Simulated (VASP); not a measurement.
Given:

```
AlNi
1.0
    2.86280     0.00000     0.00000
    0.00000     2.86280     0.00000
    0.00000     0.00000     2.86280
Al Ni
1 1
Direct
  0.50000   0.50000   0.50000
  0.00000   0.00000   0.00000
```

Method: PBEsol GGA, VASP's PBE PAW potentials (set 64) (plane waves; VASP). Numerical set-up: 400 eV cut-off, Gaussian smearing of 0.050 eV, potentials Al Ni.

Give the energies of bands 1 to 9 at the high-symmetry points, in eV from the Fermi level.

```
band       Γ      X      M      R
----  ------  -----  -----  -----
1     -11.28  -6.99  -5.40  -4.20
2      -3.34  -6.90  -3.48  -4.20
3      -3.34  -2.85  -2.94  -4.20
4      -1.59  -2.31  -2.94  -1.02
5      -1.59  -2.31  -2.14  -1.02
6      -1.59  -1.50  -2.14   1.95
7       5.57  -0.67  -1.05   1.95
8       5.57   8.31   1.49   1.95
9       5.57  10.07   2.58   3.89
```

It has no gap at this level: it comes out as a metal or semimetal.

The compound is NiAl in the CsCl type structure. It was relaxed first. The run is not spin-polarised, so no magnetic state was tried. The electron count is odd and the run is not spin-polarised, which forces a metal.
